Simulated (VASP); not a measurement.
Here is the system:

```xyz
3
Lattice="0.0000 2.5170 2.5170 2.5170 0.0000 2.5170 2.5170 2.5170 0.0000" Properties=species:S:1:pos:R:3 pbc="T T T"
Zr     0.0000     0.0000     0.0000
O      1.2585     1.2585     1.2585
O      3.7755     3.7755     3.7755
```

All values below come from PBEsol GGA, VASP's PBE PAW potentials (set 64) (plane waves; VASP). Run with 620 eV cut-off, 8×8×8 Γ-centred mesh, Gaussian smearing of 0.050 eV, potentials Zr_sv O.

**Question.** Predict the energy per atom (σ→0), pressure, band gap (on the k-mesh) with the smallest direct gap where there is one.

**Answer.** 
* **band gap (on the k-mesh)**: 3.37 eV
* **smallest direct gap (on the k-mesh)**: 3.82 eV
* **energy per atom (σ→0)**: -9.973 eV/atom
* **pressure**: 49.9 kbar

Only differences to runs with the same potentials and settings are physical.

The compound is ZrO2 in the fluorite structure, the high-temperature cubic form, which is unstable at 0 K; the monoclinic form is the stable one. It was relaxed first under an external pressure of 5 GPa.
